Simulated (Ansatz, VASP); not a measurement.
# MoS2 in two plane-wave programs, part 2 of 2

One calculation is typed for both programs; each brings its own data sets and cutoff. How far apart do they land? The cell is taken from a series of VASP runs on this material, whose earlier steps may have relaxed, scaled or displaced it; both programs get it as it stands.

VASP 6.6.1 and Ansatz 0.2.0.

So far: The structure; Ansatz: band structure, HSE06.

**3. VASP: band structure, HSE06**

Level of this step: HSE06, no spin polarisation; plane waves and PAW (Mo_sv, S) (VASP).

The same cell, functional, mesh and smearing now go to VASP, with its own data sets and cutoff.

Lines of VASP's logs that name or quote its potential files are left out, and so is its time.

The run reads the wave functions of an earlier VASP run, which isn't shown here.

INCAR reads:

```
SYSTEM = MoS2
PREC = Accurate
ENCUT = 350
EDIFF = 1E-06
NELM = 100
ISMEAR = 0
SIGMA = 0.03
LREAL = .FALSE.
ALGO = Normal
LHFCALC = .TRUE.
AEXX = 0.25
GGA = PE
HFSCREEN = 0.2
LASPH = .TRUE.
NBANDS = 32
PRECFOCK = Fast
LORBIT = 11
LWAVE = .FALSE.
LCHARG = .FALSE.
KPAR = 4
```

POSCAR reads:

```
MoS2
1.0
    3.1690000000      0.0000000000      0.0000000000
   -1.5845000000      2.7444345046      0.0000000000
    0.0000000000      0.0000000000     12.3240000000
Mo S
2 4
Direct
    0.6666666667      0.3333333333      0.7500000000
    0.3333333333      0.6666666667      0.2500000000
    0.6666666667      0.3333333333      0.3770000000
    0.3333333333      0.6666666667      0.8770000000
    0.6666666667      0.3333333333      0.1230000000
    0.3333333333      0.6666666667      0.6230000000
```

KPOINTS reads:

```
Automatic mesh
0
Gamma
5 5 2
0 0 0
```

KPOINTS_OPT reads:

```
Line mode
8
Line-mode
Reciprocal
  0.00000000   0.00000000   0.00000000 GAMMA
  0.50000000   0.00000000   0.00000000 M

  0.50000000   0.00000000   0.00000000 M
  0.33333333   0.33333333   0.00000000 K

  0.33333333   0.33333333   0.00000000 K
  0.00000000   0.00000000   0.00000000 GAMMA

  0.00000000   0.00000000   0.00000000 GAMMA
  0.00000000   0.00000000   0.50000000 A

  0.00000000   0.00000000   0.50000000 A
  0.50000000   0.00000000   0.50000000 L

  0.50000000   0.00000000   0.50000000 L
  0.33333333   0.33333333   0.50000000 H

  0.33333333   0.33333333   0.50000000 H
  0.00000000   0.00000000   0.50000000 A

  0.50000000   0.00000000   0.50000000 L
  0.50000000   0.00000000   0.00000000 M

  0.33333333   0.33333333   0.00000000 K
  0.33333333   0.33333333   0.50000000 H
```

Potentials, in the order of the species: Mo_sv and S (PBE family, release 64).

Started as:

```console
> mpirun -np 4 vasp_std
```

Numbers of over 12 decimals in the logs are rounded to 6 here.

The program printed:

```text
[banner, memory and clock lines left out]
running    4 mpi-ranks, on    1 nodes
 distrk:  each k-point on    1 cores,    4 groups
 distr:  one band on    1 cores,    1 groups

 POSCAR found type information on POSCAR MoS
 POSCAR found :  2 types and       6 ions
 LDA part: xc-table for (Slater+PW92), standard interpolation
 found WAVECAR, reading the header
 POSCAR, INCAR and KPOINTS ok, starting setup
 FFT: planning ... GRIDC
 FFT: planning ... GRID_SOFT
 FFT: planning ... GRID
 reading WAVECAR
 the WAVECAR file was read successfully
 initial charge from wavefunction
 entering main loop
       N       E                     dE             d eps       ncg     rms          rms(c)
DAV:   1    -0.524246374866E+02   -0.52425E+02   -0.22408E+00   648   0.915E+00    0.450E+00
DAV:   2    -0.523997790702E+02    0.24858E-01   -0.20187E-01   664   0.323E+00    0.330E+00
DAV:   3    -0.524076489413E+02   -0.78699E-02   -0.32174E-02   696   0.880E-01    0.198E+00
DAV:   4    -0.524037399051E+02    0.39090E-02   -0.82367E-03   672   0.635E-01    0.104E+00
DAV:   5    -0.524041141487E+02   -0.37424E-03   -0.25983E-03   736   0.213E-01    0.576E-01
DAV:   6    -0.524038961432E+02    0.21801E-03   -0.55238E-04   728   0.170E-01    0.356E-01
DAV:   7    -0.524039106587E+02   -0.14516E-04   -0.11547E-04   760   0.562E-02    0.194E-01
DAV:   8    -0.524038937738E+02    0.16885E-04   -0.43350E-05   720   0.466E-02    0.102E-01
DAV:   9    -0.524038961309E+02   -0.23570E-05   -0.95002E-06   688   0.156E-02    0.548E-02
DAV:  10    -0.524038966621E+02   -0.53120E-06   -0.24690E-06   576   0.107E-02
   1 F= -.52403897E+02 E0= -.52403897E+02  d E =-.160898E-38
 Start KPOINTS_OPT (optional k-point list driver)
k-point batch [1-10\72]
       N       E                     dE             ncg
DAV:   1    -0.969692677252E+03   -0.10394E+05      760
DAV:   2    -0.536571925061E+04   -0.43960E+04      752
DAV:   3    -0.574986099674E+04   -0.38414E+03      728
DAV:   4    -0.577535862715E+04   -0.25498E+02      808
DAV:   5    -0.577707821468E+04   -0.17196E+01      728
DAV:   6    -0.577722094976E+04   -0.14274E+00      792
DAV:   7    -0.577723623262E+04   -0.15283E-01      736
DAV:   8    -0.577723817072E+04   -0.19381E-02      696
DAV:   9    -0.577723845444E+04   -0.28372E-03      592
DAV:  10    -0.577723850052E+04   -0.46076E-04      536
DAV:  11    -0.577723850856E+04   -0.80401E-05      496
DAV:  12    -0.577723851003E+04   -0.14724E-05      472
DAV:  13    -0.577723851031E+04   -0.28252E-06      480
[...]
k-point batch [71-72\72]
       N       E                     dE             ncg
DAV:   1     0.140049043990E+05   -0.37221E+04      152
DAV:   2     0.131652355498E+05   -0.83967E+03      152
DAV:   3     0.130956293626E+05   -0.69606E+02      144
DAV:   4     0.130915674595E+05   -0.40619E+01      152
DAV:   5     0.130913626671E+05   -0.20479E+00      144
DAV:   6     0.130913486306E+05   -0.14036E-01      144
DAV:   7     0.130913474835E+05   -0.11471E-02      144
DAV:   8     0.130913473843E+05   -0.99183E-04      128
DAV:   9     0.130913473760E+05   -0.83097E-05       96
DAV:  10     0.130913473753E+05   -0.72273E-06       96
```

OUTCAR, selected parts (step 3):

```text
ion  position               nearest neighbor table
   1  0.667  0.333  0.750-   4 2.41   6 2.41   4 2.41   6 2.41   4 2.41   6 2.41
   2  0.333  0.667  0.250-   3 2.41   5 2.41   3 2.41   5 2.41   3 2.41   5 2.41
   3  0.667  0.333  0.377-   2 2.41   2 2.41   2 2.41
   4  0.333  0.667  0.877-   1 2.41   1 2.41   1 2.41
   5  0.667  0.333  0.123-   2 2.41   2 2.41   2 2.41
   6  0.333  0.667  0.623-   1 2.41   1 2.41   1 2.41

  LATTYP: Found a hexagonal cell.
 ALAT       =     3.1690000000
 C/A-ratio  =     3.8889239508

 Subroutine GETGRP returns: Found 24 space group operations
 (whereof 12 operations were pure point group operations)

The static configuration has the point symmetry D_3d.
 The point group associated with its full space group is D_6h.

 Found     10 irreducible k-points:

   k-points           NKPTS =     10   k-points in BZ     NKDIM =     50   number of bands    NBANDS=     32

   dimension x,y,z NGX =    20 NGY =   20 NGZ =   80
   dimension x,y,z NGXF=    40 NGYF=   40 NGZF=  160

   ENCUT  =  350.0 eV  25.72 Ry    5.07 a.u.   4.83  4.83 18.80*2*pi/ulx,y,z

   NELECT =      52.0000    total number of electrons

 k-points in reciprocal lattice and weights: Automatic mesh
   0.00000000  0.00000000  0.00000000       0.020
   0.20000000 -0.00000000  0.00000000       0.120
   0.40000000 -0.00000000  0.00000000       0.120
   0.20000000  0.20000000  0.00000000       0.120
   0.40000000  0.20000000  0.00000000       0.120
   0.00000000  0.00000000  0.50000000       0.020
   0.20000000 -0.00000000  0.50000000       0.120
   0.40000000 -0.00000000  0.50000000       0.120
   0.20000000  0.20000000  0.50000000       0.120
   0.40000000  0.20000000  0.50000000       0.120

  exchange ACFDT corr.  =         0.00000000  see jH, gK, PRB 81, 115126

 average (electrostatic) potential at core
       1 -69.5754       2 -69.5754       3 -80.9428       4 -80.9427       5 -80.9428
       6 -80.9427

 E-fermi :   7.3629

 k-point     1 :       0.0000    0.0000    0.0000
  band No.  band energies     occupation
    ...
     22       4.7796      2.00000
     23       4.7796      2.00000
     24       5.6774      2.00000
     25       5.8505      2.00000
     26       7.0923      2.00000
     27       9.9411      0.00000
     28       9.9411      0.00000
     29       9.9725      0.00000
     30       9.9726      0.00000
     31      10.0839      0.00000
    ...

 k-point     2 :       0.2000   -0.0000    0.0000
  band No.  band energies     occupation
    ...
     22       4.0845      2.00000
     23       4.6815      2.00000
     24       5.5311      2.00000
     25       5.6929      2.00000
     26       5.9494      2.00000
     27       9.0520      0.00000
     28       9.4929      0.00000
     29       9.7422      0.00000
     30       9.7668      0.00000
     31       9.8157      0.00000
    ...

 k-point     3 :       0.4000   -0.0000    0.0000
  band No.  band energies     occupation
    ...
     22       4.4459      2.00000
     23       5.0015      2.00000
     24       5.1803      2.00000
     25       5.2177      2.00000
     26       5.5042      2.00000
     27       9.2764      0.00000
     28       9.3829      0.00000
     29       9.4621      0.00000
     30       9.9830      0.00000
     31      10.6623      0.00000
    ...

  energy-cutoff  :      350.00
  volume of cell :      107.18
      direct lattice vectors                 reciprocal lattice vectors
     3.169000000  0.000000000  0.000000000     0.315556958  0.182186895  0.000000000
    -1.584500000  2.744434505  0.000000000     0.000000000  0.364373789  0.000000000
     0.000000000  0.000000000 12.324000000     0.000000000  0.000000000  0.081142486

 POSITION                                       TOTAL-FORCE (eV/Angst)
 -----------------------------------------------------------------------------------
      1.58450      0.91481      9.24300        -0.000000     -0.000000     -0.000000
     -0.00000      1.82962      3.08100         0.000000      0.000000     -0.000000
      1.58450      0.91481      4.64615         0.000000     -0.000000     -0.617706
     -0.00000      1.82962     10.80815        -0.000000      0.000000     -0.617706
      1.58450      0.91481      1.51585        -0.000000     -0.000000      0.617706
     -0.00000      1.82962      7.67785         0.000000      0.000000      0.617706
 -----------------------------------------------------------------------------------
    total drift:                               -0.000009     -0.000008      0.000109

  FREE ENERGIE OF THE ION-ELECTRON SYSTEM (eV)
  ---------------------------------------------------
  free  energy   TOTEN  =       -52.4038966621 eV

  energy  without entropy=      -52.4038966621  energy(sigma->0) =      -52.40389666

 total charge
# of ion       s       p       d       tot
------------------------------------------
    1        2.292   6.231   3.880  12.402
    2        2.292   6.231   3.880  12.402
    3        1.360   2.345   0.000   3.705
    4        1.360   2.345   0.000   3.705
    5        1.360   2.345   0.000   3.705
    6        1.360   2.345   0.000   3.705
--------------------------------------------------
tot         10.022  21.843   7.760  39.625

[... 3 further parts left out ...]
```

**4. Comparison**

Known differences besides the potentials themselves: exact exchange at q = 0 is treated differently, which shows on coarse meshes; VASP keeps PBE cores, Ansatz makes them for the functional; the cutoff is 420 eV in Ansatz and 350 eV in VASP; VASP takes a coarser grid for exact exchange (PRECFOCK = Fast). Total energies have different zeros and are not compared.

Both answers:

```
                     quantity  Ansatz   VASP  difference
gap over the path points (eV)   1.458  1.472      -0.014
```

Forces (eV/Å; atoms numbered as in POSCAR):

```
atom        Ansatz x, y, z          VASP x, y, z
 Mo1   0.000, 0.000, 0.000   0.000, 0.000, 0.000
 Mo2   0.000, 0.000, 0.000   0.000, 0.000, 0.000
  S3  0.000, 0.000, -0.594  0.000, 0.000, -0.618
  S4  0.000, 0.000, -0.594  0.000, 0.000, -0.618
  S5   0.000, 0.000, 0.594   0.000, 0.000, 0.618
  S6   0.000, 0.000, 0.594   0.000, 0.000, 0.618
```

Levels at points of the path, from each program's valence-band top (eV; 4 filled, then empty):

```
k (reciprocal lattice)                                  Ansatz                                    VASP
     0.000 0.000 0.000   -2.33 -1.42 -1.25 0.00 2.84 2.84 2.87   -2.31 -1.42 -1.24 0.00 2.85 2.86 2.91
     0.429 0.000 0.000  -2.04 -1.84 -1.78 -1.52 2.20 2.28 2.50  -2.02 -1.83 -1.77 -1.51 2.22 2.30 2.52
     0.405 0.190 0.000  -3.20 -2.71 -1.11 -0.92 1.94 2.04 3.03  -3.20 -2.71 -1.10 -0.90 1.96 2.06 3.04
     0.190 0.190 0.000  -2.14 -2.13 -1.65 -1.63 1.46 2.36 2.48  -2.14 -2.13 -1.63 -1.62 1.47 2.37 2.50
     0.000 0.000 0.071  -2.33 -1.55 -1.13 -0.01 2.84 2.84 2.87  -2.31 -1.55 -1.12 -0.01 2.85 2.86 2.88
     0.000 0.000 0.500  -2.36 -2.36 -0.31 -0.31 2.84 2.84 2.84  -2.34 -2.34 -0.31 -0.31 2.85 2.85 2.86
     0.429 0.000 0.500  -1.94 -1.94 -1.62 -1.62 2.24 2.24 2.69  -1.92 -1.92 -1.61 -1.61 2.26 2.26 2.71
     0.381 0.238 0.500  -3.11 -3.11 -0.88 -0.88 1.78 1.78 3.17  -3.11 -3.11 -0.86 -0.86 1.81 1.81 3.19
     0.190 0.190 0.500  -2.18 -2.18 -1.63 -1.63 1.85 1.85 2.57  -2.18 -2.18 -1.62 -1.62 1.86 1.86 2.59
     0.500 0.000 0.357  -1.91 -1.81 -1.54 -1.48 2.26 2.29 2.78  -1.89 -1.80 -1.53 -1.47 2.28 2.31 2.80
```

The forces differ by 11 meV/Å r.m.s., which is 3.8 % of the r.m.s. force of 0.29 eV/Å (both taken over all components). Among the levels compared at these points, filled levels agree within 20 meV and empty ones within 41 meV.

**5. Summary of results**

```
difference in gap over the path points (band structure, HSE06) : -0.014 eV
r.m.s. force difference (band structure, HSE06)                : 3.8 % of the r.m.s. force
```

The r.m.s. force difference is 3.8 % of the r.m.s. force (band structure, HSE06), beyond the 3 % picked in this series as the mark of a large difference. Such differences can come from data sets, numerical settings and the points named under the comparisons, not from the functional's error against experiment.

[Lines on the potential files, build, host, timing and source positions are cut from VASP's logs without a mark.]

[Logs are printed without paths, hosts, clocks, repeated set-up lines and the standing remarks that a program may print on its own settings, such as how far it seeks lower states.]

[Hosts, paths, dates, database ids (printed as entryN), source tags and the programs' standing remarks are cut or masked in the printed files.]
